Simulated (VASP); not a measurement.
# MgH2: structure and properties in VASP, part 3 of 6

Aim: relax MgH2, then compute properties on the relaxed cell. The start is a cell from a database of measured crystal structures.

VASP 6.6.1; AM05; plane waves and PAW (Mg, H).

So far, gap on the k-mesh (eV): step 2 (full relaxation (AM05)) 3.74.

## (5) Band structure (AM05)

Levels along the symmetry lines show where the bands peak and cross; KPOINTS_OPT computes them in the converged potential.

Input file INCAR:

```
SYSTEM = MgH2
PREC = Accurate
ENCUT = 400
EDIFF = 1E-06
NELM = 100
ISMEAR = 0
SIGMA = 0.05
LREAL = .FALSE.
ALGO = Normal
GGA = AM
NBANDS = 20
LORBIT = 11
LWAVE = .FALSE.
LCHARG = .FALSE.
KPAR = 4
```

Input file POSCAR:

```
MgH2
1.0
    4.4816113774      0.0000000000      0.0000000000
    0.0000000000      4.4816113774      0.0000000000
    0.0000000000      0.0000000000      3.0069633913
Mg H
2 4
Direct
    0.0000000000      0.0000000000      0.0000000000
    0.5000000000      0.5000000000      0.5000000000
    0.3044375503      0.3044375503      0.0000000000
    0.1955624497      0.8044375503      0.5000000000
    0.6955624497      0.6955624497      0.0000000000
    0.8044375503      0.1955624497      0.5000000000
```

Input file KPOINTS:

```
Automatic mesh
0
Gamma
5 5 7
0 0 0
```

Input file KPOINTS_OPT:

```
Line mode
16
Line-mode
Reciprocal
  0.00000000   0.00000000   0.00000000 GAMMA
  0.00000000   0.50000000   0.00000000 X

  0.00000000   0.50000000   0.00000000 X
  0.50000000   0.50000000   0.00000000 M

  0.50000000   0.50000000   0.00000000 M
  0.00000000   0.00000000   0.00000000 GAMMA

  0.00000000   0.00000000   0.00000000 GAMMA
  0.00000000   0.00000000   0.50000000 Z

  0.00000000   0.00000000   0.50000000 Z
  0.00000000   0.50000000   0.50000000 R

  0.00000000   0.50000000   0.50000000 R
  0.50000000   0.50000000   0.50000000 A

  0.50000000   0.50000000   0.50000000 A
  0.00000000   0.00000000   0.50000000 Z

  0.00000000   0.50000000   0.00000000 X
  0.00000000   0.50000000   0.50000000 R

  0.50000000   0.50000000   0.00000000 M
  0.50000000   0.50000000   0.50000000 A
```

The projector-augmented-wave data sets are Mg and H (PBE family, release 64).

The run is started by

```bash
mpirun -np 4 vasp_std
```

Output:

```text
[... set-up lines as in an earlier step ...]
 entering main loop
       N       E                     dE             d eps       ncg     rms          rms(c)
DAV:   1    -0.418259087352E+01   -0.41826E+01   -0.25113E+03   968   0.248E+02
DAV:   2    -0.178404771503E+02   -0.13658E+02   -0.13258E+02  1224   0.535E+01
DAV:   3    -0.183049501695E+02   -0.46447E+00   -0.46290E+00  1196   0.787E+00
DAV:   4    -0.183068803680E+02   -0.19302E-02   -0.19301E-02  1104   0.541E-01
DAV:   5    -0.183068994849E+02   -0.19117E-04   -0.19117E-04  1148   0.554E-02    0.601E+00
DAV:   6    -0.175109407920E+02    0.79596E+00   -0.38923E-01  1088   0.188E+00    0.313E+00
DAV:   7    -0.172365168134E+02    0.27442E+00   -0.57633E-01  1084   0.244E+00    0.478E-01
DAV:   8    -0.172442700404E+02   -0.77532E-02   -0.19292E-02  1124   0.494E-01    0.112E-01
DAV:   9    -0.172440349873E+02    0.23505E-03   -0.43771E-04  1120   0.665E-02    0.208E-02
DAV:  10    -0.172440790043E+02   -0.44017E-04   -0.10437E-04  1096   0.371E-02    0.139E-02
DAV:  11    -0.172440750172E+02    0.39871E-05   -0.62252E-06  1124   0.717E-03    0.184E-03
DAV:  12    -0.172440750394E+02   -0.22230E-07   -0.28676E-07   684   0.219E-03
   1 F= -.17244075E+02 E0= -.17244075E+02  d E =-.518062E-17
 Start KPOINTS_OPT (optional k-point list driver)
k-point batch [1-24\144]
       N       E                     dE             ncg
DAV:   1    -0.264557120020E+03   -0.22710E+04      984
DAV:   2    -0.587120689320E+03   -0.32256E+03     1228
DAV:   3    -0.597507426627E+03   -0.10387E+02     1204
DAV:   4    -0.597556857506E+03   -0.49431E-01     1108
DAV:   5    -0.597557399083E+03   -0.54158E-03     1220
DAV:   6    -0.597557406668E+03   -0.75846E-05     1192
DAV:   7    -0.597557406773E+03   -0.10551E-06      976
[...]
k-point batch [121-144\144]
       N       E                     dE             ncg
DAV:   1    -0.175661603843E+03   -0.57982E+04      992
DAV:   2    -0.508906425257E+03   -0.33324E+03     1140
DAV:   3    -0.519909091586E+03   -0.11003E+02     1252
DAV:   4    -0.519959208792E+03   -0.50117E-01     1080
DAV:   5    -0.519959768948E+03   -0.56016E-03     1100
DAV:   6    -0.519959777020E+03   -0.80723E-05     1116
DAV:   7    -0.519959777131E+03   -0.11114E-06      820
```

It took 9.8 s on 4 MPI ranks of Intel Xeon Platinum 8559C (Emerald Rapids), shared host; peak memory 0.62 GiB; 36 s of CPU time.

From OUTCAR (step 5):

```text
   k-points           NKPTS =     24   k-points in BZ     NKDIM =     24   number of bands    NBANDS=     20

   NELECT =       8.0000    total number of electrons

 E-fermi :  -0.1548

 k-point     1 :       0.0000    0.0000    0.0000
  band No.  band energies     occupation
      1      -7.0228      2.00000
      2      -1.8968      2.00000
      3      -1.8968      2.00000
      4      -0.8459      2.00000
      5       4.0741      0.00000
      6       4.5700      0.00000
      7       8.6881      0.00000
      8       8.6881      0.00000
      9      10.4343      0.00000
    ...

  Total       -0.0147630     -0.0147630     -0.0033917      0.0000000      0.0000000      0.0000000
  in kB       -0.3916413     -0.3916413     -0.0899776      0.0000000      0.0000000      0.0000000
  external PRESSURE =      -0.2910868 kB  Pullay stress =       0.0000000 kB

 POSITION                                       TOTAL-FORCE (eV/Angst)
 -----------------------------------------------------------------------------------
      0.00000      0.00000      0.00000         0.000000     -0.000000     -0.000000
      2.24081      2.24081      1.50348         0.000000     -0.000000     -0.000000
      1.36437      1.36437      0.00000         0.000850      0.000850      0.000000
      0.87643      3.60518      1.50348        -0.000850      0.000850      0.000000
      3.11724      3.11724      0.00000        -0.000850     -0.000850     -0.000000
      3.60518      0.87643      1.50348         0.000850     -0.000850     -0.000000
 -----------------------------------------------------------------------------------
    total drift:                               -0.000000     -0.000000      0.000000

  FREE ENERGIE OF THE ION-ELECTRON SYSTEM (eV)
  ---------------------------------------------------
  free  energy   TOTEN  =       -17.2440750394 eV

  energy  without entropy=      -17.2440750394  energy(sigma->0) =      -17.24407504

[... 11 parts as in an earlier step ...]

[... 5 further parts left out ...]
```

This step gave:

* bands: 20
* Fermi energy: -0.1548 eV
* pressure: -0.02911 GPa
* least gap on mesh and path: 3.514 eV
* least direct gap on mesh and path: 4.418 eV
* valence top at k: 0.1667, 0.1667, 0
* conduction bottom at k: 0.4, 0.4, 0.5
* least direct gap at k: 0.3667, 0.3667, 0.5

Electronic bands along the path, in eV, zero at the valence-band top; v1 is the highest filled band, c1 the lowest empty one:

```tsv
point	v4	v3	v2	v1	c1	c2	c3	c4
Γ	-6.64	-1.51	-1.51	-0.46	4.46	4.96	9.07	9.07
0.47 of the way	-6.27	-2.97	-1.26	-0.03	4.55	6.09	7.16	9.92
X	-4.99	-4.99	-0.53	-0.53	5.15	5.15	9.98	9.98
0.47 of the way	-4.66	-4.66	-1.50	-1.50	6.51	6.51	10.19	10.19
M	-3.87	-3.87	-2.87	-2.87	9.01	9.01	9.15	9.15
0.47 of the way	-5.69	-3.19	-2.37	-0.54	5.74	6.89	8.09	10.12
Γ	-6.64	-1.51	-1.51	-0.46	4.46	4.96	9.07	9.07
0.47 of the way	-5.82	-0.99	-0.99	-0.66	5.07	5.36	7.44	9.01
Z	-3.17	-3.17	-0.09	-0.09	6.25	6.25	6.59	6.59
0.47 of the way	-2.91	-2.91	-0.47	-0.47	5.23	5.23	7.21	7.21
R	-2.39	-2.39	-1.16	-1.16	5.03	5.03	6.67	6.67
0.53 of the way	-2.18	-2.18	-1.06	-1.06	3.99	3.99	5.05	5.05
A	-1.97	-1.97	-1.01	-1.01	3.70	3.70	3.91	3.91
0.53 of the way	-2.70	-2.63	-0.75	-0.55	4.08	4.87	6.10	6.69
Z	-3.17	-3.17	-0.09	-0.09	6.25	6.25	6.59	6.59
jump to X	-4.99	-4.99	-0.53	-0.53	5.15	5.15	9.98	9.98
0.47 of the way	-4.23	-4.23	-0.34	-0.34	5.62	5.62	7.31	7.31
R	-2.39	-2.39	-1.16	-1.16	5.03	5.03	6.67	6.67
jump to M	-3.87	-3.87	-2.87	-2.87	9.01	9.01	9.15	9.15
0.53 of the way	-3.01	-3.01	-2.06	-2.06	6.04	6.04	6.32	6.32
A	-1.97	-1.97	-1.01	-1.01	3.70	3.70	3.91	3.91
```

Of the projections kept (Mg, H), the largest for each band there, as a share of the weight inside these atoms' spheres; weight between the spheres isn't counted:

```tsv
point	v4	v3	v2	v1	c1	c2	c3	c4
Γ	H 0.61	H 0.80	H 0.80	H 0.73	Mg 0.69	Mg 0.64	Mg 0.70	Mg 0.70
X	H 0.64	H 0.64	H 0.84	H 0.84	Mg 0.86	Mg 0.86	H 0.61	H 0.61
M	H 0.63	H 0.63	H 0.77	H 0.77	H 0.51	H 0.51	H 0.90	H 0.90
Γ	H 0.61	H 0.80	H 0.80	H 0.73	Mg 0.69	Mg 0.64	Mg 0.70	Mg 0.70
Z	H 0.72	H 0.72	H 0.87	H 0.87	Mg 0.81	Mg 0.81	Mg 0.87	Mg 0.87
R	H 0.77	H 0.77	H 0.77	H 0.77	Mg 0.58	Mg 0.58	Mg 0.62	Mg 0.62
```

The path lowers the gap by 0.23 eV against the mesh alone, so a band edge lies off the mesh.

The path shows an indirect gap of 3.51 eV (valence top between M and Γ, conduction bottom between A and Z). The least direct gap is 4.42 eV.

## (6) Density of states (AM05)

Here the states are counted by energy and projected on the atoms. The mesh is finer than in the run before.

INCAR: that of step 5 with these lines changed.

```diff
@@ -5,3 +5,3 @@
 NELM = 100
-ISMEAR = 0
+ISMEAR = -5
 SIGMA = 0.05
@@ -15 +15,2 @@
 KPAR = 4
+NEDOS = 2001
```

POSCAR is that of step 5.

Input file KPOINTS:

```
Automatic mesh
0
Gamma
8 8 11
0 0 0
```

The run is started by

```bash
mpirun -np 4 vasp_std
```

Output:

```text
[... set-up lines as in an earlier step ...]
 entering main loop
       N       E                     dE             d eps       ncg     rms          rms(c)
DAV:   1    -0.321023427573E+01   -0.32102E+01   -0.23783E+03  3656   0.241E+02
DAV:   2    -0.177614772179E+02   -0.14551E+02   -0.14059E+02  4572   0.546E+01
DAV:   3    -0.183043111151E+02   -0.54283E+00   -0.54098E+00  4488   0.840E+00
DAV:   4    -0.183067052931E+02   -0.23942E-02   -0.23940E-02  4176   0.594E-01
DAV:   5    -0.183067293714E+02   -0.24078E-04   -0.24078E-04  4248   0.611E-02    0.601E+00
DAV:   6    -0.175108269615E+02    0.79590E+00   -0.38987E-01  4060   0.188E+00    0.313E+00
DAV:   7    -0.172364348243E+02    0.27439E+00   -0.58122E-01  4048   0.244E+00    0.478E-01
DAV:   8    -0.172442003676E+02   -0.77655E-02   -0.19413E-02  4152   0.496E-01    0.113E-01
DAV:   9    -0.172439589673E+02    0.24140E-03   -0.45442E-04  4188   0.673E-02    0.208E-02
DAV:  10    -0.172440031452E+02   -0.44178E-04   -0.10527E-04  4120   0.373E-02    0.140E-02
DAV:  11    -0.172439990336E+02    0.41117E-05   -0.65053E-06  4148   0.731E-03    0.182E-03
DAV:  12    -0.172439990549E+02   -0.21351E-07   -0.28531E-07  2512   0.219E-03
   1 F= -.17243999E+02 E0= -.17243999E+02  d E =0.000000E+00
```

Elapsed: 9 s, on 4 MPI ranks; peak memory 0.73 GiB.

OUTCAR, selected parts (step 6):

```text
   k-points           NKPTS =     90   k-points in BZ     NKDIM =     90   number of bands    NBANDS=     20

   NELECT =       8.0000    total number of electrons

 E-fermi :  -0.4146

 k-point     1 :       0.0000    0.0000    0.0000
  band No.  band energies     occupation
      1      -7.0228      2.00000
      2      -1.8968      2.00000
      3      -1.8968      2.00000
      4      -0.8460      2.00000
      5       4.0741      0.00000
      6       4.5700      0.00000
      7       8.6881      0.00000
      8       8.6881      0.00000
      9      10.4342      0.00000
    ...

  Total       -0.0159261     -0.0159261     -0.0033430      0.0000000      0.0000000      0.0000000
  in kB       -0.4224957     -0.4224957     -0.0886842      0.0000000      0.0000000      0.0000000
  external PRESSURE =      -0.3112252 kB  Pullay stress =       0.0000000 kB

 POSITION                                       TOTAL-FORCE (eV/Angst)
 -----------------------------------------------------------------------------------
      0.00000      0.00000      0.00000         0.000000      0.000000     -0.000000
      2.24081      2.24081      1.50348         0.000000      0.000000     -0.000000
      1.36437      1.36437      0.00000         0.000776      0.000776      0.000000
      0.87643      3.60518      1.50348        -0.000776      0.000776      0.000000
      3.11724      3.11724      0.00000        -0.000776     -0.000776     -0.000000
      3.60518      0.87643      1.50348         0.000776     -0.000776     -0.000000
 -----------------------------------------------------------------------------------
    total drift:                               -0.000000     -0.000000      0.000000

  FREE ENERGIE OF THE ION-ELECTRON SYSTEM (eV)
  ---------------------------------------------------
  free  energy   TOTEN  =       -17.2439990549 eV

  energy  without entropy=      -17.2439990549  energy(sigma->0) =      -17.24399905

[... 8 parts as in an earlier step ...]

[... 8 further parts left out ...]
```

Numbers from this step:

| Item | Value |
| --- | --- |
| irreducible k-points | 90 |
| Fermi energy | -0.4146 eV |
| pressure | -0.03112 GPa |
| valence top at k | 0.125, 0.125, 0 |
| conduction bottom at k | 0.375, 0.375, 0.4545 |
| least direct gap at k | 0.375, 0.375, 0.4545 |
| gap on the k-mesh | 3.622 eV |
| least direct gap on the k-mesh | 4.553 eV |

The density of states has structure finer than the step of the table below, so its rows give means over 1 eV, whole bins alone (the curve runs from -8.18 to 10.0 eV). Peaks (eV: height): total -2.3: 2.10, -1.0: 3.72, 5.3: 2.73, 6.7: 2.33; H s -2.3: 0.568, -1.0: 1.20, -0.4: 1.05, 6.7: 0.153; Mg s -3.7: 0.0873, -1.0: 0.0712, 5.3: 0.306, 6.7: 0.146; Mg p -2.3: 0.132, 5.5: 0.150, 6.7: 0.162, 9.1: 0.167; H p 5.3: 0.0622, 6.7: 0.0532, 7.5: 0.0438, 9.1: 0.0444.

States under -8.2 eV and over 10.0 eV are left out. Density of states against energy, zero at the valence-band top; means over each step; values in states/eV/cell:

```tsv
energy (eV)	total	H s	Mg s	Mg p	H p
-7	0.00439	8.1e-4	5.1e-4	3.0e-7	0
-6	0.350	0.0667	0.0370	0.00307	0
-5	0.650	0.132	0.0599	0.0125	7.3e-4
-4	0.990	0.220	0.0790	0.0277	0.00148
-3	1.11	0.275	0.0604	0.0490	0.00163
-2	1.46	0.403	0.0262	0.0877	0.00215
-1	2.35	0.763	0.0323	0.0925	0.00212
0	1.08	0.390	0.0105	0.0359	6.0e-4
1	0	0	0	0	0
2	0	0	0	0	0
3	0	0	0	0	0
4	0.391	0.00676	0.0456	0.0183	0.00844
5	1.93	0.0602	0.191	0.0955	0.0433
6	1.81	0.0918	0.102	0.104	0.0408
7	1.72	0.127	0.112	0.114	0.0399
8	1.52	0.116	0.0889	0.107	0.0369
9	1.65	0.105	0.0726	0.153	0.0417
```

The gap on this mesh is 3.62 eV, over the 3.51 eV of the band run, since this mesh misses a band edge. In the top eV of the valence band the largest shares in the PAW spheres are H s 34 %. The rest lies in smaller channels or between the spheres.

[end of part 3 of 6]

[Lines on the potential files, build, host, timing and source positions are cut from VASP's logs without a mark.]

[Logs are printed without paths, hosts, clocks, repeated set-up lines and the standing remarks that a program may print on its own settings, such as how far it seeks lower states.]

[Hosts, paths, dates, database ids (printed as entryN), source tags and the programs' standing remarks are cut or masked in the printed files.]

[A measured line is paired with the nearest computed mode of its activity, which favours agreement.]

[In band tables of VASP the shares of atoms and orbitals are scaled to a sum of 1 inside the atoms' spheres.]
